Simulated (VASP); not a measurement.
Input of a VASP 6.6.1 run:

File POSCAR:

```
CdHSCl
1.0
   14.0000000000      0.0000000000      0.0000000000
    0.0000000000     12.0000000000      0.0000000000
    0.0000000000      0.0000000000     12.0000000000
S Cd Cl H
1 1 1 1
Cartesian
    4.9716500400      6.1404999600      5.4959000400
    7.0407499400      5.4692000400      6.3138000000
    9.0543500600      4.7838999600      7.1285000400
    5.4705499800      7.2581000400      4.9395000000
```

Contents of INCAR.step1:

```
SYSTEM = CdHSCl
PREC = Accurate
ENCUT = 520
EDIFF = 1E-5
ISMEAR = 0
SIGMA = 0.01
LREAL = .FALSE.
LASPH = .TRUE.
NELM = 100
ALGO = Normal
ISIF = 2
LWAVE = .TRUE.
LCHARG = .FALSE.
GGA = PE
```

INCAR.step2

```
SYSTEM = CdHSCl
PREC = Accurate
ENCUT = 520
EDIFF = 1E-6
ISMEAR = 0
SIGMA = 0.01
LREAL = .FALSE.
LASPH = .TRUE.
NELM = 100
ALGO = Normal
ISIF = 2
LWAVE = .FALSE.
LCHARG = .FALSE.
GGA = B3
LHFCALC = .TRUE.
AEXX = 0.2
AGGAX = 0.72
AGGAC = 0.81
ALDAC = 0.19
PRECFOCK = Normal
IVDW = 2
ISTART = 1
```

File KPOINTS:

```
regular mesh
0
G
  1 1 1
  0 0 0
```

Potentials or basis: VASP PAW PBE potentials, release 64 (S, Cd, Cl, H).

The run is started by

```sh
$ cat potpaw_PBE.64/S/POTCAR potpaw_PBE.64/Cd/POTCAR potpaw_PBE.64/Cl/POTCAR potpaw_PBE.64/H/POTCAR > POTCAR
$ cp INCAR.step1 INCAR
$ mpirun -np 1 vasp_gam > vasp.out
$ cp INCAR.step2 INCAR
$ mpirun -np 1 vasp_gam > vasp.out
```

(1) Estimate the gap between the frontier levels.

(2) Predict the dispersion energy per atom.

Answers

(1) 5.26 eV.

(2) -0.006 eV.
